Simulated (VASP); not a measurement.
Energy against volume of Tm (hcp). These are PBE GGA with D4 dispersion, VASP's PBE PAW potentials (set 64) (plane waves; VASP) values and carry that method's errors. Settings: 520 eV cut-off, 12×12×7 Γ-centred mesh, first-order Methfessel-Paxton smearing of 0.10 eV, potentials Tm_3.

The 4f electrons are frozen in the core of the lanthanide potential, so 4f levels, which can set the real gap, and their magnetism are missing.

Shape and ions are relaxed at each volume.

```json
[
 {"V (Å³/atom)": "28.756", "E (eV/atom)": "-4.65441"},
 {"V (Å³/atom)": "29.645", "E (eV/atom)": "-4.65983"},
 {"V (Å³/atom)": "30.535", "E (eV/atom)": "-4.65734"},
 {"V (Å³/atom)": "31.424", "E (eV/atom)": "-4.64782"}
]
```

Fit these four points and predict the energy of the run at 27.867 Å³/atom.

A cubic in V^(−2/3), the third-order Birch-Murnaghan form, passes through the four points with V0 = 29.79 Å³/atom and B0 = 47 GPa, and gives -4.6401 eV/atom there. The run gave -4.6402 eV/atom, -0.1 meV/atom from the fit; all five points give B0 = 47 GPa.

The compound is Tm in the hcp structure. It was relaxed first.
